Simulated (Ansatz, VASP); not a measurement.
**One calculation of TaRh3, two programs**

```
Ta Rh
1.0
     3.86978    0.00000    0.00000
     0.00000    3.86978    0.00000
     0.00000    0.00000    3.86978
Ta Rh
1 3
Direct
  0.00000 0.00000 0.00000
  0.00000 0.50000 0.50000
  0.50000 0.50000 0.00000
  0.50000 0.00000 0.50000
```

The cell comes from a database or a generator and needn't be the stable form of this composition.

Alike in both runs: task single point; functional PBEsol; k mesh 9 × 9 × 9; occupations fermi-dirac, width 0.05 eV; no spin polarisation.

```csv
,VASP,Ansatz
version,VASP 6.6.1,Ansatz 0.2.0
potentials or method,"VASP PAW PBE potentials, release 64 (Ta_pv, Rh_pv), cutoff 520 eV","all-electron LAPW, scalar-relativistic"
```

|  | VASP | Ansatz | Ansatz less VASP |
| --- | --- | --- | --- |
| pressure (GPa) | -5.1 | -5.0 | +0.04 |

Ansatz ran all-electron here, so the differences hold the error of VASP's frozen core and of both bases.

Caveats: the PAW data sets were made with another functional, which shifts forces and pressure a little (VASP). The runs have no spin-orbit coupling, so splittings on Ta are missing.
